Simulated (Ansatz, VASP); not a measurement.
## WS2 (Tungstenite) in two plane-wave programs

Aim: how closely do two programs agree when they are given the same cell, functional and k mesh? The cell is taken from a series of runs on this material, whose earlier steps may have relaxed, scaled, displaced or heated it; both programs get it as it stands.

Method: plane waves, with VASP 6.6.1 beside it; single point at PBE, spin-orbit coupling, in Ansatz 0.2.0.

### Step 1. The starting structure

It takes space group P6_3/mmc (No. 194, hexagonal). The conventional cell has a = 3.180 Å, b = 3.180 Å, c = 12.500 Å, α = 90.00°, β = 90.00°, γ = 120.00°. W has 6 S at 2.41 Å nearest. Nearest to S lie 3 W at 2.41 Å. Farther neighbours and most contacts between anions are not listed.

As a file:

```
W S
1.0
     3.18000    0.00000    0.00000
    -1.59000    2.75396    0.00000
     0.00000    0.00000   12.50000
W S
2 4
Direct
  0.33333 0.66667 0.25000
  0.66667 0.33333 0.75000
  0.33333 0.66667 0.62500
  0.66667 0.33333 0.12500
  0.33333 0.66667 0.87500
  0.66667 0.33333 0.37500
```

### Step 2. VASP: single point, PBE, spin-orbit coupling

With cell and atoms fixed, the geometry can't cause a difference; cores, projectors, grids and the points listed under the comparison can.

Lines of VASP's logs that name or quote its potential files are left out, and so is its time.

INCAR reads:

```
SYSTEM = WS2
PREC = Accurate
ENCUT = 600
EDIFF = 1E-06
NELM = 200
ISMEAR = -1
SIGMA = 0.02
LREAL = .FALSE.
ALGO = Normal
GGA = PE
LNONCOLLINEAR = .TRUE.
MAGMOM = 0 0 0 0 0 0 0 0 0 0 0 0 0 0 0 0 0 0
NBANDS = 48
GGA_COMPAT = .FALSE.
LASPH = .TRUE.
LSORBIT = .TRUE.
LMAXMIX = 4
LORBIT = 11
LWAVE = .FALSE.
LCHARG = .FALSE.
ISIF = 2
EFERMI = MIDGAP
KPAR = 2
```

POSCAR reads:

```
WS2
1.0
    3.1800000000      0.0000000000      0.0000000000
   -1.5900000000      2.7539607840      0.0000000000
    0.0000000000      0.0000000000     12.5000000000
W S
2 4
Direct
    0.3333333334      0.6666666668      0.2500000000
    0.6666666668      0.3333333334      0.7500000000
    0.3333333334      0.6666666668      0.6250000000
    0.6666666668      0.3333333334      0.1250000000
    0.3333333334      0.6666666668      0.8750000000
    0.6666666668      0.3333333334      0.3750000000
```

KPOINTS reads:

```
Automatic mesh
0
Gamma
12 12 2
0 0 0
```

Potentials, in the order of the species: W and S (PBE family, release 64).

Launch:

```console
mpirun -np 2 vasp_ncl
```

Numbers of over 12 decimals in the logs are rounded to 6 here.

The program printed:

```text
[banner, memory and clock lines left out]
running    2 mpi-ranks, on    1 nodes
 distrk:  each k-point on    1 cores,    2 groups
 distr:  one band on    1 cores,    1 groups

 POSCAR found type information on POSCAR W S
 POSCAR found :  2 types and       6 ions
 LDA part: xc-table for (Slater+PW92), standard interpolation
 POSCAR, INCAR and KPOINTS ok, starting setup
 FFT: planning ... GRIDC
 FFT: planning ... GRID_SOFT
 FFT: planning ... GRID
 WAVECAR not read
 entering main loop
       N       E                     dE             d eps       ncg     rms          rms(c)
DAV:   1     0.215757961507E+03    0.21576E+03   -0.17397E+04  3648   0.149E+03
DAV:   2    -0.295741130466E+02   -0.24533E+03   -0.23416E+03  4776   0.311E+02
DAV:   3    -0.498940952121E+02   -0.20320E+02   -0.20056E+02  4632   0.853E+01
DAV:   4    -0.505347506840E+02   -0.64066E+00   -0.63748E+00  5184   0.159E+01
DAV:   5    -0.505485430560E+02   -0.13792E-01   -0.13771E-01  4760   0.227E+00    0.394E+01
DAV:   6    -0.481072635333E+02    0.24413E+01   -0.11031E+01  5224   0.169E+01    0.180E+01
DAV:   7    -0.478145008062E+02    0.29276E+00   -0.31146E+00  4752   0.107E+01    0.912E+00
DAV:   8    -0.477131545175E+02    0.10135E+00   -0.39353E-01  4808   0.393E+00    0.168E+00
DAV:   9    -0.477055797182E+02    0.75748E-02   -0.66862E-02  4840   0.141E+00    0.716E-01
DAV:  10    -0.477043084851E+02    0.12712E-02   -0.85237E-03  4808   0.568E-01    0.366E-01
DAV:  11    -0.477040148710E+02    0.29361E-03   -0.35661E-03  4888   0.305E-01    0.250E-01
DAV:  12    -0.477040261383E+02   -0.11267E-04   -0.64969E-04  4896   0.148E-01    0.109E-01
DAV:  13    -0.477040531033E+02   -0.26965E-04   -0.71751E-05  4592   0.556E-02    0.818E-02
DAV:  14    -0.477040591789E+02   -0.60755E-05   -0.89750E-06  4960   0.156E-02    0.530E-02
DAV:  15    -0.477040605744E+02   -0.13955E-05   -0.59389E-06  4392   0.122E-02    0.160E-02
DAV:  16    -0.477040601377E+02    0.43662E-06   -0.65409E-07  3104   0.451E-03
   1 F= -.47704060E+02 E0= -.47704060E+02  d E =-.221793E-12  mag=     0.0000     0.0000    -0.0000
```

OUTCAR, selected parts (step 2):

```text
ion  position               nearest neighbor table
   1  0.333  0.667  0.250-   4 2.41   6 2.41   4 2.41   6 2.41   4 2.41   6 2.41
   2  0.667  0.333  0.750-   3 2.41   5 2.41   3 2.41   5 2.41   3 2.41   5 2.41
   3  0.333  0.667  0.625-   2 2.41   2 2.41   2 2.41
   4  0.667  0.333  0.125-   1 2.41   1 2.41   1 2.41
   5  0.333  0.667  0.875-   2 2.41   2 2.41   2 2.41
   6  0.667  0.333  0.375-   1 2.41   1 2.41   1 2.41

  LATTYP: Found a hexagonal cell.
 ALAT       =     3.1800000000
 C/A-ratio  =     3.9308176101

 Subroutine GETGRP returns: Found 24 space group operations
 (whereof 12 operations were pure point group operations)

The static configuration has the point symmetry D_3d.
 The point group associated with its full space group is D_6h.

 Found     38 irreducible k-points:

   k-points           NKPTS =     38   k-points in BZ     NKDIM =     38   number of bands    NBANDS=     48

   dimension x,y,z NGX =    28 NGY =   28 NGZ =  100
   dimension x,y,z NGXF=    56 NGYF=   56 NGZF=  200

   ENCUT  =  600.0 eV  44.10 Ry    6.64 a.u.   6.35  6.35 24.97*2*pi/ulx,y,z

   NELECT =      36.0000    total number of electrons

 k-points in reciprocal lattice and weights: Automatic mesh
   0.00000000  0.00000000  0.00000000       0.003
   0.08333333  0.00000000  0.00000000       0.021
   0.16666667  0.00000000  0.00000000       0.021
   0.25000000  0.00000000  0.00000000       0.021
   0.33333333  0.00000000  0.00000000       0.021
   0.41666667  0.00000000  0.00000000       0.021
   0.50000000  0.00000000  0.00000000       0.010
   0.08333333  0.08333333  0.00000000       0.021
   0.16666667  0.08333333  0.00000000       0.042
[...]
0.33333333  0.25000000  0.50000000       0.042
   0.33333333  0.33333333  0.50000000       0.007

 average (electrostatic) potential at core
       1 -40.2442       2 -40.2442       3 -86.0373       4 -86.0373       5 -86.0373
       6 -86.0373

 E-fermi :   6.5633

 k-point     1 :       0.0000    0.0000    0.0000
  band No.  band energies     occupation
    ...
     32       4.4958      1.00000
     33       4.9964      1.00000
     34       4.9964      1.00000
     35       6.0537      1.00000
     36       6.0537      1.00000
     37       8.2293      0.00000
     38       8.2293      0.00000
     39       8.2332      0.00000
     40       8.2332      0.00000
     41       8.2488      0.00000
    ...

 k-point     2 :       0.0833    0.0000    0.0000
  band No.  band energies     occupation
    ...
     32       4.6577      1.00000
     33       4.9944      1.00000
     34       4.9944      1.00000
     35       5.8389      1.00000
     36       5.8389      1.00000
     37       8.0888      0.00000
     38       8.0888      0.00000
     39       8.1362      0.00000
     40       8.1362      0.00000
     41       8.2844      0.00000
    ...

 k-point     3 :       0.1667    0.0000    0.0000
  band No.  band energies     occupation
    ...
     32       4.5660      1.00000
     33       4.8977      1.00000
     34       4.8977      1.00000
     35       5.2541      1.00000
     36       5.2541      1.00000
     37       7.5964      0.00000
     38       7.5964      0.00000
     39       8.0009      0.00000
     40       8.0009      0.00000
     41       8.1063      0.00000
    ...

  Total        0.6564903      0.6564903      1.9882116      0.0000000      0.0000000      0.0000000
  in kB        9.6082436      9.6082436     29.0990154      0.0000000      0.0000000      0.0000000
  external PRESSURE =      16.1051675 kB  Pullay stress =       0.0000000 kB

  energy-cutoff  :      600.00
  volume of cell :      109.47
      direct lattice vectors                 reciprocal lattice vectors
     3.180000000  0.000000000  0.000000000     0.314465409  0.181556688  0.000000000
    -1.590000000  2.753960784  0.000000000     0.000000000  0.363113377  0.000000000
     0.000000000  0.000000000 12.500000000     0.000000000  0.000000000  0.080000000

 POSITION                                       TOTAL-FORCE (eV/Angst)
 -----------------------------------------------------------------------------------
      0.00000      1.83597      3.12500        -0.000000     -0.000000      0.000000
      1.59000      0.91799      9.37500        -0.000000      0.000000      0.000000
      0.00000      1.83597      7.81250         0.000000     -0.000000     -0.069112
      1.59000      0.91799      1.56250        -0.000000      0.000000     -0.069112
      0.00000      1.83597     10.93750         0.000000     -0.000000      0.069112
      1.59000      0.91799      4.68750        -0.000000      0.000000      0.069112
 -----------------------------------------------------------------------------------
    total drift:                               -0.000000     -0.000000      0.000000

  FREE ENERGIE OF THE ION-ELECTRON SYSTEM (eV)
  ---------------------------------------------------
  free  energy   TOTEN  =       -47.7040601377 eV

  energy  without entropy=      -47.7040601377  energy(sigma->0) =      -47.70406014

 Spin-Orbit-Coupling matrix elements
 Ion:    1  E_soc:     -0.3192148
 Ion:    2  E_soc:     -0.3192148
 Ion:    3  E_soc:     -0.0030521
 Ion:    4  E_soc:     -0.0030521
 Ion:    5  E_soc:     -0.0030521
 Ion:    6  E_soc:     -0.0030521

 total charge
# of ion       s       p       d       tot
------------------------------------------
    1        0.564   0.714   4.227   5.506
    2        0.564   0.714   4.227   5.506
    3        1.360   2.360   0.000   3.720
    4        1.360   2.360   0.000   3.720
    5        1.360   2.360   0.000   3.720
    6        1.360   2.360   0.000   3.720
--------------------------------------------------
tot          6.567  10.869   8.454  25.891

 magnetization (x)
# of ion       s       p       d       tot
------------------------------------------
    1        0.000   0.000   0.000   0.000
    2        0.000   0.000  -0.000  -0.000
    3        0.000  -0.000   0.000  -0.000
    4        0.000   0.000   0.000   0.000
    5        0.000   0.000   0.000   0.000
    6        0.000  -0.000   0.000  -0.000
--------------------------------------------------
tot          0.000  -0.000  -0.000  -0.000

 magnetization (y)
# of ion       s       p       d       tot
------------------------------------------
    1        0.000   0.000   0.000   0.000
    2       -0.000  -0.000  -0.000  -0.000
    3        0.000   0.000   0.000   0.000
    4       -0.000   0.000   0.000  -0.000
    5       -0.000   0.000   0.000  -0.000
    6        0.000   0.000   0.000   0.000
--------------------------------------------------
tot          0.000  -0.000  -0.000  -0.000

 magnetization (z)
# of ion       s       p       d       tot
------------------------------------------
    1        0.000   0.000   0.000   0.000
    2        0.000   0.000   0.000   0.000
    3        0.000   0.000   0.000   0.000
    4        0.000   0.000   0.000   0.000
    5        0.000   0.000   0.000   0.000
    6        0.000   0.000   0.000   0.000
--------------------------------------------------
tot          0.000   0.000   0.000   0.000

[... 3 further parts left out ...]
```

The run ends at a pressure of 1.61 GPa, with forces up to 0.069 eV/Å.

(Continued in part 2 of 2.)

[Lines on the potential files, build, host, timing and source positions are cut from VASP's logs without a mark.]

[Logs are printed without paths, hosts, clocks, repeated set-up lines and the standing remarks that a program may print on its own settings, such as how far it seeks lower states.]

[Hosts, paths, dates, database ids (printed as entryN), source tags and the programs' standing remarks are cut or masked in the printed files.]
